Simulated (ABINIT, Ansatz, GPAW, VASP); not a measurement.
# Code comparison for PW (Pnma, 8 atoms in the cell)

Self-consistent single point, at a second geometry (lattice scaled by 0.98). First geometry:

```xyz
8
Lattice="5.7417 0.0000 0.0000 0.0000 3.2706 0.0000 0.0000 0.0000 6.2033" Properties=species:S:1:pos:R:3 pbc="T T T"
P      1.8051     2.4530     3.5225
P      3.9366     0.8177     2.6808
P      1.0658     0.8177     0.4208
P      4.6759     2.4530     5.7825
W      5.6630     2.4530     1.9403
W      0.0787     0.8177     4.2630
W      2.9496     0.8177     5.0419
W      2.7921     2.4530     1.1614
```

Shared settings, as Ansatz (a first-principles code) writes them: kpoints.mp_grid.grid = 3 6 3; scf.occupations.method = gaussian; scf.occupations.width = 0.136 eV. Potentials and cutoffs stand in the table.

```json
[
 {"code": "GPAW", "model": "PBEsol, GPAW PAW datasets PBEsol (made by gpaw-setup)", "ΔF from the first geometry (meV/atom)": "25.1", "pressure (GPa)": "13.72", "largest force (eV/Å)": "0.397", "cutoff": "600 eV"},
 {"code": "VASP", "model": "PBEsol, VASP's PBE PAW potentials (set 64)", "ΔF from the first geometry (meV/atom)": "27.2", "pressure (GPa)": "13.19", "largest force (eV/Å)": "0.409", "cutoff": "300 eV"},
 {"code": "Ansatz", "model": "PBEsol, PAW files made with PBE", "ΔF from the first geometry (meV/atom)": "23.8", "pressure (GPa)": "13.42", "largest force (eV/Å)": "0.402", "cutoff": "default"},
 {"code": "ABINIT", "model": "PBEsol, norm-conserving pseudopotentials (PseudoDojo nc-sr-04 PBEsol standard)", "ΔF from the first geometry (meV/atom)": "24.1", "pressure (GPa)": "13.43", "largest force (eV/Å)": "0.398", "cutoff": "37 Ha"}
]
```

For VASP (by 0.9 GPa) the energy change implies a higher mean pressure, against the two pressures, than for the other programs: a sign of finite-basis (Pulay) stress.

Size of the force on each atom (eV/Å): Sizes of forces hide their directions.

```csv
code,P1,P2,P3,P4,W5,W6,W7,W8
GPAW,0.397,0.397,0.397,0.397,0.286,0.286,0.286,0.286
VASP,0.409,0.409,0.409,0.409,0.306,0.306,0.306,0.306
Ansatz,0.402,0.402,0.402,0.402,0.302,0.302,0.302,0.302
ABINIT,0.398,0.398,0.398,0.398,0.306,0.306,0.306,0.306
```

On Ansatz's run: spin-orbit coupling is off. Spin polarisation is off.

The spread over the programs that give each value: ΔF from the first geometry within 3.4 meV/atom; pressure within 0.53 GPa; largest force within 0.012 eV/Å.

Ansatz's pressure is given at a fixed set of plane waves, as the other plane-wave codes print theirs; with its correction for the finite basis it is 13.47 GPa.

The shared mesh is coarse (it stands for a supercell whose shortest vector is 17 Å), so the values are not converged in it.

VASP's run is marked for a possible Pulay error in its stress at this cutoff; no cutoff test was made.

The starting cell comes from a database of computed structures (which also holds hypothetical and non-ambient phases and stackings), without a prior relaxation at this level. For this run, on top of that: lattice scaled by 0.98.

Left out of this page: Quantum ESPRESSO, CP2K, Elk, FLEUR and SIESTA (not drawn, or without a comparable value).

Keys are those of Ansatz 0.2.
